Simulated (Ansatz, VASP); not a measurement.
## Li2Al2SiO6 (aluminosilicate glass) in two plane-wave programs

One calculation is typed for both programs; each brings its own data sets. How far apart do they land? Of the first pair: The structure shown is the start of the Ansatz relaxation below; VASP solves that cell, so the two are compared at the walk's first step.

Calculated with Ansatz 0.2.0; plane waves, with VASP 6.6.1 beside it; single point at PBE.

## 1. The structure

The cell holds 44 atoms: 4 Si, 8 Al, 8 Li and 24 O. Cell: a = 7.759 Å, b = 7.759 Å, c = 7.759 Å, α = 90.0°, β = 90.0°, γ = 90.0°. As first built, before any earlier steps moved the atoms (in the runner's words): kind aluminosilicate glass; units_of_the_quenched_model {'SiO2': 4, 'Al2O3': 4, 'Li2O': 4}; melt_K 3000; rate_K_ps 20; atoms 44.

## 2. Ansatz: relaxation, PBE

Ansatz runs on its PAW soft_1 files.

The two programs are compared at the cell with which this relaxation starts, whose forces are those of its first step.

The input, input.yaml:

```yaml
crystal:
  lattice:
    - [7.7587682858, 0.0, 0.0]
    - [0.0, 7.7587682858, 0.0]
    - [0.0, 0.0, 7.7587682858]
  atoms:
    - { symbol: Si, position: [0.271296, 0.5352, 0.20282] }
    - { symbol: Si, position: [0.07748, 0.03894, 0.935633] }
    - { symbol: Si, position: [0.7081, 0.880759, 0.086135] }
    - { symbol: Si, position: [0.578213, 0.718247, 0.719605] }
    - { symbol: Al, position: [0.834613, 0.273102, 0.357005] }
    - { symbol: Al, position: [0.923682, 0.634441, 0.327774] }
    - { symbol: Al, position: [0.941855, 0.833685, 0.645083] }
    - { symbol: Al, position: [0.264847, 0.821931, 0.489352] }
    - { symbol: Al, position: [0.31308, 0.332381, 0.848312] }
    - { symbol: Al, position: [0.992195, 0.464399, 0.681632] }
    - { symbol: Al, position: [0.204324, 0.224441, 0.46033] }
    - { symbol: Al, position: [0.645473, 0.313124, 0.687478] }
    - { symbol: Li, position: [0.403044, 0.985846, 0.801497] }
    - { symbol: Li, position: [0.709675, 0.203365, 0.990252] }
    - { symbol: Li, position: [0.620906, 0.56316, 0.100223] }
    - { symbol: Li, position: [0.942199, 0.423286, 0.011328] }
    - { symbol: Li, position: [0.60625, 0.987404, 0.442742] }
    - { symbol: Li, position: [0.34279, 0.964951, 0.212351] }
    - { symbol: Li, position: [0.229471, 0.699767, 0.888061] }
    - { symbol: Li, position: [0.528262, 0.228204, 0.291143] }
    - { symbol: O, position: [0.627546, 0.784865, 0.913803] }
    - { symbol: O, position: [0.753963, 0.355857, 0.167683] }
    - { symbol: O, position: [0.203442, 0.366206, 0.659907] }
    - { symbol: O, position: [0.066281, 0.998262, 0.732087] }
    - { symbol: O, position: [0.982274, 0.657213, 0.774979] }
    - { symbol: O, position: [0.916005, 0.461628, 0.469464] }
    - { symbol: O, position: [0.383134, 0.763462, 0.670096] }
    - { symbol: O, position: [0.017794, 0.165989, 0.375184] }
    - { symbol: O, position: [0.501848, 0.210286, 0.818103] }
    - { symbol: O, position: [0.22959, 0.916226, 0.998489] }
    - { symbol: O, position: [0.877858, 0.989717, 0.013872] }
    - { symbol: O, position: [0.757267, 0.732981, 0.218455] }
    - { symbol: O, position: [0.318012, 0.367501, 0.310344] }
    - { symbol: O, position: [0.045359, 0.775209, 0.451304] }
    - { symbol: O, position: [0.354541, 0.698647, 0.310091] }
    - { symbol: O, position: [0.671504, 0.232715, 0.489632] }
    - { symbol: O, position: [0.071906, 0.556518, 0.190478] }
    - { symbol: O, position: [0.607281, 0.521458, 0.702058] }
    - { symbol: O, position: [0.852985, 0.326812, 0.788338] }
    - { symbol: O, position: [0.332275, 0.029846, 0.465306] }
    - { symbol: O, position: [0.341069, 0.51079, 0.998227] }
    - { symbol: O, position: [0.147558, 0.224999, 0.969741] }
    - { symbol: O, position: [0.720432, 0.835934, 0.611532] }
    - { symbol: O, position: [0.590179, 0.019597, 0.179677] }
  symmetry: { detect: false }
kpoints:
  mp_grid: { grid: [2, 2, 2] }
scf:
  occupations: { method: fermi_dirac, width: 0.05 }
hamiltonian:
  xc: pbe
  pseudopotentials: { kind: paw, azcp: { folder: soft_1 } }
output:
  forces: true
  stress: true
relax:
  f_tol: 0.04
  max_steps: 100
  escape_saddle: false
  cell: { stress_tol: 0.4, fix: [] }
```

Run with:

```sh
> ansatz run input.yaml --threads 4 --pin off --max-ram 14336MiB --backend cpu --events-out ev --progress --plain --runs-dir out
```

Numbers of over 12 decimals in the logs are rounded to 6 here.

The log of the run:

```text
Engine: ansatz 0.2.0, aarch64-unknown-linux-gnu
Pseudopotentials: kind: paw
Pseudopotential: Si, paw, valence charge 4, recommended cutoff 420 eV (normal), soft_1/Si.paw.azcp
Pseudopotential: Al, paw, valence charge 3, recommended cutoff 420 eV (normal), soft_1/Al.paw.azcp
Pseudopotential: Li, paw, valence charge 3, recommended cutoff 420 eV (normal), soft_1/Li.paw.azcp
Pseudopotential: O, paw, valence charge 6, recommended cutoff 420 eV (normal), soft_1/O.paw.azcp
Functional definition: PBE
  parameter kappa = 0.804
  parameter beta = 0.066725
  exchange = pbe_x(kappa = kappa, mu = beta*pi^2/3)
  correlation = pbe_c(beta = beta)
Crystal: 44 atoms, lattice volume = 467.066 Å³
Basis set: ecut = 420 eV, 9093 PW (Γ), exchange–correlation on 108×108×108 points (8 copies of the dense FFT grid, shifted against one another)
Bands: 148, of which v1, the nominal top of the filled ones, is band 104 counted from 1 (103 counted from 0)
Symmetry: 1 space group operations
k-points: 8
Non-local potential: Si, projectors of the file, l = 0: 2, l = 1: 2, l = 2: 1
Non-local potential: Al, projectors of the file, l = 0: 2, l = 1: 2, l = 2: 1
Non-local potential: Li, projectors of the file, l = 0: 3, l = 1: 2, l = 2: 1
Non-local potential: O, projectors of the file, l = 0: 2, l = 1: 2, l = 2: 1
PAW form: soft (Blöchl's): semilocal exchange-correlation on the pseudo side does not see the compensation charge
PAW one-centre angular grid: Si, 110 points (default); XC on 64 Gauss nodes
PAW one-centre angular grid: Al, 110 points (default); XC on 64 Gauss nodes
PAW one-centre angular grid: Li, 110 points (default); XC on 96 Gauss nodes
PAW one-centre angular grid: O, 110 points (default); XC on 64 Gauss nodes
Initial density: superposition of atomic densities (chi_scale 0.1, normalization cell, long waves kept (reshape's long-wave potential 0.37 eV rms))
Initial wavefunctions: pseudopotential atomic-orbital guess
Functional: x = pbe(κ = 0.804, μ = 0.219515), c = pbe(β = 0.066725)
SCF iter   1: F=—  HF=-22174.636955 eV  |F-HF|=—  |Δ(HF+E_count)|=         —  Δρ=1.23e-1  dr2=7.48e1  ethr=3.10e-3  ⟨swp⟩=5.9  Hψ=5238  notcnv=0  defer=145
preconditioner: auto → Resta (q_TF=auto, 2.384 Å⁻¹)  ε∞=3.0  [insulator: Δε(μ)=5.405 eV  Ē_g=16.979 eV  σ=0.050 eV  W_gap=1.00  n_scr=92 (ndim 8)  ℏωp=23.8 eV  f_vac=0.000  D(μ)=0.00/eV (n_scr^D=0)  ε∞_Penn≈3.0]
SCF iter   2: F=—  HF=-22154.726552 eV  |F-HF|=—  |Δ(HF+E_count)|=    1.99e1  Δρ=4.47e-2  dr2=7.07e0  ethr=3.10e-3  ⟨swp⟩=3.0  Hψ=2228  notcnv=0  defer=306
SCF iter   3: F=—  HF=-22153.387601 eV  |F-HF|=—  |Δ(HF+E_count)|=    1.34e0  Δρ=2.15e-2  dr2=2.29e0  ethr=3.10e-3  ⟨swp⟩=2.0  Hψ=1414  notcnv=0  defer=306
SCF iter   4: F=—  HF=-22153.013303 eV  |F-HF|=—  |Δ(HF+E_count)|=   3.74e-1  Δρ=2.93e-3  dr2=5.77e-2  ethr=1.10e-3  ⟨swp⟩=3.6  Hψ=1773  notcnv=0  defer=307
SCF iter   5: F=—  HF=-22153.025277 eV  |F-HF|=—  |Δ(HF+E_count)|=   1.20e-2  Δρ=1.17e-3  dr2=7.62e-3  ethr=2.77e-5  ⟨swp⟩=2.5  Hψ=1885  notcnv=0  defer=308
SCF iter   6: F=—  HF=-22153.027337 eV  |F-HF|=—  |Δ(HF+E_count)|=   2.06e-3  Δρ=2.38e-4  dr2=2.92e-4  ethr=3.66e-6  ⟨swp⟩=2.0  Hψ=1498  notcnv=0  defer=308
SCF iter   7: F=—  HF=-22153.027481 eV  |F-HF|=—  |Δ(HF+E_count)|=   1.44e-4  Δρ=8.80e-5  dr2=3.11e-5  ethr=1.41e-7  ⟨swp⟩=2.0  Hψ=1510  notcnv=0  defer=308
SCF iter   8: F=—  HF=-22153.027926 eV  |F-HF|=—  |Δ(HF+E_count)|=   4.45e-4  Δρ=3.11e-5  dr2=3.41e-6  ethr=1.50e-8  ⟨swp⟩=2.0  Hψ=1841  notcnv=0  defer=308
SCF iter   9: F=—  HF=-22153.027926 eV  |F-HF|=—  |Δ(HF+E_count)|=   2.87e-7  Δρ=5.88e-6  dr2=2.07e-7  ethr=1.64e-9  ⟨swp⟩=2.0  Hψ=1504  notcnv=0  defer=308
SCF iter  10: F=-22153.027926 eV  HF=-22153.027926 eV  |F-HF|=5.37e-9  |Δ(HF+E_count)|=   1.17e-7  Δρ=2.22e-6  dr2=1.96e-8  ethr=4.81e-11  ⟨swp⟩=4.0  Hψ=3456  notcnv=0
SCF 1 converged in 10 iterations: F = -22153.027926 eV  dr2 = 1.96e-8
  greatest PAW one-centre occupation: 1.000 electrons in one spin orbital (limit 2), on the Li atom at site 19 (counted from 0), in its partial waves of l = 0
relax step   1: F+E_penalty+E_count = -22153.02792623 eV  Δ(F+E_penalty+E_count) = +0.000e0 eV  max|allowed force component| = 2.729e0 eV/Å  Δτ_max = 0.0000 Å  P = +10.658 GPa  Ω = 467.066 Å³  (10 SCF iters, dr2 threshold 1.00e-7 eV, accepted)
Crystal: 44 atoms, lattice volume = 479.993 Å³
Basis set: ecut = 420 eV, 9385 PW (Γ), exchange–correlation on 108×108×108 points (8 copies of the dense FFT grid, shifted against one another)
Initial density: handed on by an earlier stage of this run
Initial wavefunctions: those handed on with the density
iter 1 solved again at ethr=2.16e-4 eV; its pass at ethr=3.10e-3 eV (dr2=4.50e-1 eV) is discarded
SCF iter   1: F=—  HF=-22155.339413 eV  |F-HF|=—  |Δ(HF+E_count)|=         —  Δρ=1.10e-2  dr2=4.53e-1  ethr=2.16e-4  ⟨swp⟩=7.0  Hψ=5943  notcnv=0  defer=1
[...]
SCF iter   4: F=-22157.366371 eV  HF=-22157.366371 eV  |F-HF|=6.12e-9  |Δ(HF+E_count)|=   6.60e-6  Δρ=1.36e-6  dr2=5.03e-9  ethr=1.35e-11  ⟨swp⟩=3.0  Hψ=4642  notcnv=0
SCF 37 converged in 4 iterations: F = -22157.366371 eV  dr2 = 5.03e-9
[...]
SCF converged after 4 iterations
Free energy (F): -22157.366371 eV
Harris-Foulkes:  -22157.366371 eV  (|F-HF|=6.12e-9)
Internal energy: -22157.366371 eV  (E = F + TS)
E sigma→0 (E₀):  -22157.366371 eV
Fermi energy:    5.215306 eV
--- Per-component energies (eV) ---
  E_band       = -1263.285311
  E_kinetic    = 4619.501151
  E_local      = -11963.556108  (includes V_loc(G=0)·N_el)
  E_nonlocal   = 1267.000667
  E_hartree    = 4395.653573
  E_xc         = -2343.049639
  E_vxc        = -2742.547898  (∫ρ·V_xc dr)
  E_paw        = -9916.556263  (= ΣΔE_a)
  E_vpaw       = -1235.009710  (= ΣTr[D̂ρ^β])
  E_aug_tail   = 0.021086  (compensation charges beyond the density's cutoff)
  E_ewald      = -8216.380838
  E_smearing   = -0.000000  (= −TS)
  E_closure    = -0.000000  (closes the sum)
  Σ components = -22157.366371   (vs F -22157.366371, Δ=0.00e0)
--- Forces (eV/Å), atoms counted from 1 ---
  atom   1  Si    -0.02727674    -0.00343873    -0.00530743
  atom   2  Si     0.02875222     0.01759216     0.02826222
  atom   3  Si     0.03537827    -0.03003230     0.01356657
  atom   4  Si     0.01763645    -0.00965238     0.00047088
  atom   5  Al    -0.01794925    -0.01063737    -0.00913553
  atom   6  Al     0.00639863     0.00402655    -0.00396488
  atom   7  Al    -0.01354067    -0.03220192    -0.03387019
  atom   8  Al    -0.02863750     0.00156200    -0.02284484
  atom   9  Al    -0.01761549     0.00074106     0.00471384
  atom  10  Al    -0.00027858     0.02195164    -0.02796145
  atom  11  Al     0.01248078    -0.00844735    -0.02095624
  atom  12  Al    -0.00739955    -0.00776743    -0.00804366
  atom  13  Li    -0.00931320     0.02159794    -0.00327458
  atom  14  Li     0.00582780     0.02012158    -0.00189038
  atom  15  Li    -0.00079093    -0.03695360     0.00384321
  atom  16  Li     0.00313327    -0.00039084     0.01220732
  atom  17  Li     0.00096344     0.00731895    -0.01514460
  atom  18  Li    -0.01322722    -0.00078327     0.01402827
  atom  19  Li     0.00178568    -0.01164806     0.00486302
  atom  20  Li     0.01727851     0.01047874    -0.01959570
  atom  21  O     -0.00386588     0.01005286     0.02005838
  atom  22  O     -0.01121844    -0.00557226     0.01912783
  atom  23  O     -0.00905556    -0.00122414     0.00003003
  atom  24  O     -0.01706409    -0.00672831    -0.00048141
[...]
atom  37  O     -0.00100790     0.00146623    -0.00205847
  atom  38  O      0.01025175     0.02458625     0.00166865
  atom  39  O      0.00323976    -0.00205059     0.00914886
  atom  40  O     -0.00794771     0.00620448     0.00005489
  atom  41  O      0.01867442     0.00009737    -0.00740383
  atom  42  O      0.00426786    -0.00821201    -0.01163931
  atom  43  O      0.00763465     0.00427910     0.01582859
  atom  44  O     -0.01518865     0.01346221     0.00116585
  max |Σ_I F_I| component: 3.24e-5 eV/Å
--- Stress (GPa, compression-positive) ---
        0.042046      -0.010847      -0.030187
       -0.010843       0.109751      -0.032299
       -0.030167      -0.032293       0.022892
  P = ⅓ Tr σ = 0.0582 GPa (0.582 kbar)
--- Relaxed structure (35 steps of the walk, 32 accepted, 2 SCFs on fresh bases) ---
  F+E_penalty+E_count = -22157.36637148 eV   max|allowed force component| = 3.695e-2 eV/Å   (the final SCF, on the basis selected at the relaxed cell)
  cell:  # Å, volume = 511.1237 Å³
    - [7.927454, -0.117675, -0.229165]
    - [-0.117675, 8.133577, -0.193531]
    - [-0.229165, -0.193531, 7.940130]
  atoms:
    - { symbol: Si, position: [0.276223, 0.520871, 0.207077] }
    - { symbol: Si, position: [0.073085, 0.030659, 0.932723] }
    - { symbol: Si, position: [0.725802, 0.894721, 0.078641] }
    - { symbol: Si, position: [0.587490, 0.731696, 0.708367] }
    - { symbol: Al, position: [0.802702, 0.311677, 0.352329] }
    - { symbol: Al, position: [0.938685, 0.644778, 0.305848] }
    - { symbol: Al, position: [0.961218, 0.791714, 0.649769] }
    - { symbol: Al, position: [0.286709, 0.832261, 0.459867] }
    - { symbol: Al, position: [0.301114, 0.327687, 0.860065] }
    - { symbol: Al, position: [0.988654, 0.440118, 0.662058] }
    - { symbol: Al, position: [0.189463, 0.220654, 0.443315] }
    - { symbol: Al, position: [0.628161, 0.330785, 0.689929] }
    - { symbol: Li, position: [0.413185, 0.972716, 0.845741] }
    - { symbol: Li, position: [0.637196, 0.207732, 1.023305] }
    - { symbol: Li, position: [0.619554, 0.555522, 0.077398] }
    - { symbol: Li, position: [0.936422, 0.369261, 0.011836] }
    - { symbol: Li, position: [0.856223, 1.105954, 0.597436] }
    - { symbol: Li, position: [0.375542, 0.911413, 0.170323] }
    - { symbol: Li, position: [0.171690, 0.686273, 0.952555] }
    - { symbol: Li, position: [0.492359, 0.152097, 0.330061] }
    - { symbol: O, position: [0.617838, 0.805718, 0.909234] }
    - { symbol: O, position: [0.746495, 0.374591, 0.151679] }
    - { symbol: O, position: [0.192147, 0.342151, 0.652097] }
    - { symbol: O, position: [0.025470, 0.990447, 0.730374] }
    - { symbol: O, position: [1.024361, 0.630199, 0.773146] }
    - { symbol: O, position: [0.893472, 0.499360, 0.460525] }
    - { symbol: O, position: [0.407733, 0.813686, 0.650338] }
    - { symbol: O, position: [-0.027403, 0.186298, 0.406438] }
    - { symbol: O, position: [0.488408, 0.221094, 0.822030] }
    - { symbol: O, position: [0.224768, 0.912394, 0.988408] }
    - { symbol: O, position: [0.893964, 1.000041, 0.027331] }
    - { symbol: O, position: [0.775123, 0.740156, 0.192792] }
    - { symbol: O, position: [0.300207, 0.360613, 0.317911] }
    - { symbol: O, position: [0.065199, 0.778583, 0.454391] }
    - { symbol: O, position: [0.359377, 0.696534, 0.294281] }
    - { symbol: O, position: [0.646325, 0.242114, 0.486286] }
    - { symbol: O, position: [0.075383, 0.558454, 0.158223] }
    - { symbol: O, position: [0.565374, 0.534722, 0.711878] }
    - { symbol: O, position: [0.842340, 0.319546, 0.767354] }
    - { symbol: O, position: [0.302985, 0.038193, 0.403468] }
    - { symbol: O, position: [0.354479, 0.496490, 1.016625] }
    - { symbol: O, position: [0.138346, 0.223556, 0.965442] }
    - { symbol: O, position: [0.742148, 0.804719, 0.605809] }
    - { symbol: O, position: [0.591840, 0.021104, 0.152904] }
```

Reading the cycles: dr2 is the Hartree energy of the density residual (eV), the measure of convergence; HF is the Harris–Foulkes estimate of the energy, which meets the free energy F at convergence.

(Part 1 of 2 ends here.)

[Lines on the potential files, build, host, timing and source positions are cut from VASP's logs without a mark.]

[Logs are printed without paths, hosts, clocks, repeated set-up lines and the standing remarks that a program may print on its own settings, such as how far it seeks lower states.]

[Hosts, paths, dates, database ids (printed as entryN), source tags and the programs' standing remarks are cut or masked in the printed files.]
